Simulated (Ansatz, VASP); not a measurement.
**One calculation of AgRh, two programs**

File INCAR:

```
PREC     = Accurate       # precision mode
ENCUT    = 520            # plane-wave cutoff, eV
EDIFF    = 1E-6           # SCF threshold, eV
ISMEAR   = -1             # smearing method
SIGMA    = 0.05           # smearing width, eV
LREAL    = F              # projectors in reciprocal space
LASPH    = T              # aspherical terms in the spheres
NELM     = 80             # most SCF steps
ALGO     = Normal         # electronic algorithm
ISIF     = 2              # what is computed and relaxed
LWAVE    = F              # write WAVECAR
LCHARG   = F              # write CHGCAR
GGA      = PS             # functional
NBANDS   = 20             # bands
```

Contents of KPOINTS:

```
Automatic mesh
0
Gamma
  8 8 4
```

File POSCAR:

```
AgRh
1.0
    2.7775881998      0.0000000000      0.0000000000
   -1.3887940999      2.4054619423      0.0000000000
    0.0000000000      0.0000000000      4.8086020000
Ag Rh
1 1
Direct
    0.0000000000      0.0000000000      0.5000000000
    0.6666666667      0.3333333333      0.0000000000
```

File input.yaml:

```yaml
crystal:
  lattice:
    - [2.7775881998, 0.0, 0.0]
    - [-1.3887940999, 2.4054619423, 0.0]
    - [0.0, 0.0, 4.808602]
  atoms:
    - { symbol: Ag, position: [0.0, 0.0, 0.5] }
    - { symbol: Rh, position: [0.6666666667, 0.3333333333, 0.0] }
kpoints:
  mp_grid: { grid: [8, 8, 4] }
  band_path:
    path:
      - [0.0, 0.0, 0.0]
      - [0.5, 0.0, 0.0]
      - [0.3333333333, 0.3333333333, 0.0]
      - [0.0, 0.0, 0.0]
      - [0.0, 0.0, 0.5]
      - [0.5, 0.0, 0.5]
      - [0.3333333333, 0.3333333333, 0.5]
      - [0.0, 0.0, 0.5]
    npoints: 12
scf:
  occupations: { method: fermi_dirac, width: 0.05 }
hamiltonian:
  xc: pbesol
  pseudopotentials: { kind: all_electron, lapw: { basis_error: 0.001 } }
output:
  forces: true
  stress: true
  eigenvalues: true
```

Alike in both runs: functional PBEsol; k mesh 8 × 8 × 4; occupations fermi-dirac, width 0.05 eV; no spin polarisation.

|  | VASP | Ansatz |
| --- | --- | --- |
| version | VASP 6.6.1 | Ansatz 0.2.0 |
| potentials or method | VASP PAW PBE potentials, release 64 (Ag, Rh_pv) | all-electron LAPW, scalar-relativistic |
| plane-wave cutoff (eV) | 520 | see its input |
| task | single point | band structure |

Ansatz gave:

* gap on the k mesh at the Fermi level (eV): none
* pressure (GPa): -10.5
* largest component of the traceless stress (GPa): 0.65

Question: Estimate VASP's values.

Answer: gap on the k mesh at the Fermi level (eV): none; pressure (GPa): -10.6; largest component of the traceless stress (GPa): 0.63.

A gap of «none» marks a metal or a gap that the smearing closes. Ansatz ran all-electron here, so the differences hold the error of VASP's frozen core and of both bases.

Caveats: the PAW data sets were made with another functional, which shifts forces and pressure a little (VASP); the k mesh is thin for a metal, which can move the energy by tens of meV per atom (Ansatz).
